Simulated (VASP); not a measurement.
Given:

```yaml
crystal:
  lattice:
    - [0.00000, 2.86652, 2.86652]
    - [2.86652, 0.00000, 2.86652]
    - [2.86652, 2.86652, 0.00000]
  atoms:
    - { symbol: Li, position: [0.25000, 0.25000, 0.25000] }
    - { symbol: Li, position: [0.75000, 0.75000, 0.75000] }
    - { symbol: Se, position: [0.00000, 0.00000, 0.00000] }
```

The numbers are results of LDA (Ceperley-Alder, Perdew-Zunger), VASP's LDA PAW potentials (set 64) (plane waves; VASP), not measurements. Run with 520 eV cut-off, 8×8×8 Γ-centred mesh, Gaussian smearing of 0.050 eV, potentials Li_sv Se.

Problem. The job: Li$_{2}$Se (antifluorite), 3 atoms, LDA, static run, 520 eV, 8×8×8 Γ-centred mesh. Roughly how much core time does it take on a busy server core?

Solution. About 9 core-seconds (one run on a shared machine, a rough figure). It had 29 irreducible k-points, 10 bands, up to 1287 plane waves and 13 electronic steps.

The compound is Li2Se in the antifluorite structure. This cell is one point of a volume scan, at 0.94 of the reference volume.
